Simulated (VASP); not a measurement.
Consider the following.

```
NdO
1.0
    3.52778     0.00000     0.00000
   -1.76389     3.05515     0.00000
    0.00000     0.00000     5.81122
Nd O
2 2
Direct
  0.66667   0.33333   0.25000
  0.33333   0.66667   0.75000
  0.00000   0.00000   0.50000
  0.00000   0.00000   0.00000
```

Calculation: PBEsol GGA, VASP's PBE PAW potentials (set 64) (plane waves; VASP). Settings: 520 eV cut-off, 11×11×6 Γ-centred mesh, tetrahedra with Blöchl corrections, potentials Nd_3 O.

The 4f electrons are frozen in the core of the lanthanide potential, so 4f levels, which can set the real gap, and their magnetism are missing.

Question: Estimate the energy per atom (σ→0), band gap (on the k-mesh) with the smallest direct gap where there is one.

Answer: 
The band gap (on the k-mesh) is none (metal, semimetal or under 0.01 eV) and the energy per atom (σ→0) comes out as -8.005 eV/atom.

The absolute energy has meaning only against runs of the same code, potentials and settings.

The structure comes from a computed database's NdO entry (P6_3/mmc); how it stands against other phases isn't given here. It was relaxed first.
